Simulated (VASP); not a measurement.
Calculation: PBE GGA, VASP's PBE PAW potentials (set 64) (plane waves; VASP).

VASP ran on this input.

File KPOINTS:
```
K-points
0
Gamma
 5 5 5
```

**POSCAR**
```
KTaO3
1
    4.0288805202     0.0000000000     0.0000000000
    0.0000000000     4.0288805202     0.0000000000
    0.0000000000     0.0000000000     4.0288805202
K Ta O
1 1 3
Direct
  0.0000000000   0.0000000000   0.0000000000
  0.5000000000   0.5000000000   0.5000000000
  0.5000000000   0.0000000000   0.5000000000
  0.0000000000   0.5000000000   0.5000000000
  0.5000000000   0.5000000000   0.0000000000
```

INCAR:
```
ALGO = Normal
EDIFF = 1E-8
EDIFFG = -0.001
ENCUT = 520
GGA = PE
IBRION = 1
ISIF = 2
ISMEAR = 0
LASPH = .TRUE.
LCHARG = .FALSE.
LMAXMIX = 6
LREAL = .FALSE.
LWAVE = .FALSE.
NELM = 100
NSW = 30
PREC = Accurate
SIGMA = 0.05
SYSTEM = KTaO3
```

POTCAR, in this order: K_sv Ta_pv O (PBE.64 set). Program: vasp_std.

The run wrote:

OUTCAR:
```
 ion  position               nearest neighbor table
   1  0.000  0.000  0.000-   3 2.85   4 2.85   5 2.85   3 2.85   4 2.85   4 2.85   5 2.85   4 2.85
                             3 2.85   5 2.85   3 2.85   5 2.85   2 3.49   2 3.49   2 3.49   2 3.49
   2  0.500  0.500  0.500-   3 2.01   4 2.01   5 2.01   5 2.01   3 2.01   4 2.01   1 3.49   1 3.49
                             1 3.49   1 3.49   1 3.49   1 3.49   1 3.49   1 3.49
   3  0.500  0.000  0.500-   2 2.01   2 2.01   1 2.85   1 2.85   1 2.85   1 2.85
   4  0.000  0.500  0.500-   2 2.01   2 2.01   1 2.85   1 2.85   1 2.85   1 2.85
   5  0.500  0.500  0.000-   2 2.01   2 2.01   1 2.85   1 2.85   1 2.85   1 2.85
  LATTYP: Found a simple cubic cell.
 ALAT       =     4.0288805202
 Subroutine PRICEL returns:
 Original cell was already a primitive cell.
 Subroutine GETGRP returns: Found 48 space group operations
The static configuration has the point symmetry O_h .
The dynamic configuration has the point symmetry O_h .
 Subroutine INISYM returns: Found 48 space group operations
 Subroutine IBZKPT returns following result:
 Found     10 irreducible k-points:

 Following reciprocal coordinates:
            Coordinates               Weight
  0.000000  0.000000  0.000000      1.000000
  0.200000  0.000000  0.000000      6.000000
  0.400000  0.000000  0.000000      6.000000
  0.200000  0.200000  0.000000     12.000000
  0.400000  0.200000  0.000000     24.000000
  0.400000  0.400000  0.000000     12.000000
  0.200000  0.200000  0.200000      8.000000
  0.400000  0.200000  0.200000     24.000000
  0.400000  0.400000  0.200000     24.000000
  0.400000  0.400000  0.400000      8.000000
   k-points           NKPTS =     10   k-points in BZ     NKDIM =     10   number of bands    NBANDS=     23
   number of dos      NEDOS =    301   number of ions     NIONS =      5
   total plane-waves  NPLWV =  27000
   dimension x,y,z NGX =    30 NGY =   30 NGZ =   30
   dimension x,y,z NGXF=    60 NGYF=   60 NGZF=   60
   ions per type =               1   1   3
   PREC   = accura    normal or accurate (medium, high low for compatibility)
   ISTART =      0    job   : 0-new  1-cont  2-samecut
   ICHARG =      2    charge: 1-file 2-atom 10-const
   ISPIN  =      1    spin polarized calculation?
   LNONCOLLINEAR =      F non collinear calculations
   LSORBIT =      F    spin-orbit coupling
   INIWAV =      1    electr: 0-lowe 1-rand  2-diag
   ENCUT  =  520.0 eV  38.22 Ry    6.18 a.u.   7.49  7.49  7.49*2*pi/ulx,y,z
   NELM   =    100;   NELMIN=  2; NELMDL= -5     # of ELM steps
   EDIFF  = 0.1E-07   stopping-criterion for ELM
   LREAL  =      F    real-space projection
   NLSPLINE    = F    spline interpolate recip. space projectors
   LMAXMIX     =    6 max onsite mixed and CHGCAR
   VOSKOWN=      0    Vosko Wilk Nusair interpolation
   EDIFFG = -.1E-02   stopping-criterion for IOM
   NSW    =     30    number of steps for IOM
   NBLOCK =      1;   KBLOCK =     30    inner block; outer block
   IBRION =      1    ionic relax: 0-MD 1-quasi-New 2-CG
   NFREE  =      0    steps in history (QN), initial steepest desc. (CG)
   ISIF   =      2    stress and relaxation
   ISYM   =      2    0-nonsym 1-usesym 2-fastsym
   TEIN   =    0.0    initial temperature
   TEBEG  =    0.0;   TEEND  =   0.0 temperature during run
   SMASS  =  -3.00    Nose mass-parameter (am)
   PSTRESS=    0.0 pullay stress
   NELECT =      38.0000    total number of electrons
   EFERMI =   0.00;   METHOD = LEGACY
   ISMEAR =     0;   SIGMA  =   0.05  broadening in eV -4-tet -1-fermi 0-gaus
   IALGO  =     38    algorithm
   LDIAG  =      T    sub-space diagonalisation (order eigenvalues)
   IMIX   =      4    mixing-type and parameters
     AMIX     =   0.40;   BMIX     =  1.00
     AMIX_MAG =   1.60;   BMIX_MAG =  1.00
     AMIN     =   0.10
   GGA     = PE    functional components
   VOSKOWN =     0    Vosko Wilk Nusair interpolation
   LHFCALC =     F    Hartree Fock is set to
   LHFONE  =     F    Hartree Fock one center treatment
...
```

OSZICAR:
```
       N       E                     dE             d eps       ncg     rms          rms(c)
DAV:   1     0.339887415446E+03    0.33989E+03   -0.21996E+04   460   0.168E+03
DAV:   2    -0.311341403560E+02   -0.37102E+03   -0.36594E+03   567   0.444E+02
DAV:   3    -0.492898530037E+02   -0.18156E+02   -0.18117E+02   593   0.995E+01
DAV:   4    -0.497503231110E+02   -0.46047E+00   -0.46025E+00   803   0.134E+01
DAV:   5    -0.497534017113E+02   -0.30786E-02   -0.30785E-02   609   0.101E+00    0.339E+01
DAV:   6    -0.412831486551E+02    0.84703E+01   -0.44631E+01   570   0.461E+01    0.135E+01
DAV:   7    -0.411217472102E+02    0.16140E+00   -0.23762E+00   609   0.103E+01    0.871E+00
DAV:   8    -0.410720314374E+02    0.49716E-01   -0.40989E-01   588   0.553E+00    0.143E+00
DAV:   9    -0.410637506856E+02    0.82808E-02   -0.28295E-02   621   0.126E+00    0.271E-01
DAV:  10    -0.410630103182E+02    0.74037E-03   -0.96811E-03   640   0.705E-01    0.481E-02
DAV:  11    -0.410630768031E+02   -0.66485E-04   -0.45039E-04   627   0.165E-01    0.375E-02
DAV:  12    -0.410631105522E+02   -0.33749E-04   -0.46185E-05   682   0.553E-02    0.709E-03
DAV:  13    -0.410631103301E+02    0.22220E-06   -0.53095E-06   603   0.191E-02    0.383E-03
DAV:  14    -0.410631102538E+02    0.76273E-07   -0.91819E-07   601   0.658E-03    0.134E-03
DAV:  15    -0.410631102923E+02   -0.38483E-07   -0.10105E-07   648   0.221E-03    0.365E-04
DAV:  16    -0.410631102696E+02    0.22699E-07   -0.14045E-08   452   0.961E-04    0.145E-04
DAV:  17    -0.410631102666E+02    0.29590E-08   -0.13171E-09   412   0.347E-04
   1 F= -.41063110E+02 E0= -.41063110E+02  d E =-.410631E+02
```

OUTCAR:
```
------------------------ aborting loop because EDIFF is reached ----------------------------------------
  FORCE on cell =-STRESS in cart. coord.  units (eV):
  Direction    XX          YY          ZZ          XY          YZ          ZX
  --------------------------------------------------------------------------------------
  Total       -0.0194853     -0.0194853     -0.0194853     -0.0000000      0.0000000     -0.0000000
  in kB       -0.4773799     -0.4773799     -0.4773799     -0.0000000      0.0000000     -0.0000000
  external PRESSURE =      -0.4773799 kB  Pullay stress =       0.0000000 kB
  volume of cell :       65.40
      direct lattice vectors                 reciprocal lattice vectors
     4.028880520  0.000000000  0.000000000     0.248207907  0.000000000  0.000000000
     0.000000000  4.028880520  0.000000000     0.000000000  0.248207907  0.000000000
     0.000000000  0.000000000  4.028880520     0.000000000  0.000000000  0.248207907
 POSITION                                       TOTAL-FORCE (eV/Angst)
 -----------------------------------------------------------------------------------
      0.00000      0.00000      0.00000         0.000000      0.000000      0.000000
      2.01444      2.01444      2.01444         0.000000      0.000000      0.000000
      2.01444      0.00000      2.01444         0.000000      0.000000      0.000000
      0.00000      2.01444      2.01444         0.000000      0.000000      0.000000
      2.01444      2.01444      0.00000         0.000000      0.000000      0.000000
 -----------------------------------------------------------------------------------
    total drift:                                0.000000      0.000000     -0.000000
  FREE ENERGIE OF THE ION-ELECTRON SYSTEM (eV)
  ---------------------------------------------------
  free  energy   TOTEN  =       -41.0631102666 eV

  energy  without entropy=      -41.0631102666  energy(sigma->0) =      -41.06311027

 reached required accuracy - stopping structural energy minimisation
```
(Selected blocks of OUTCAR.)

The compound is KTaO3 in the cubic perovskite structure. It was relaxed first. The start is the result of an earlier pass.
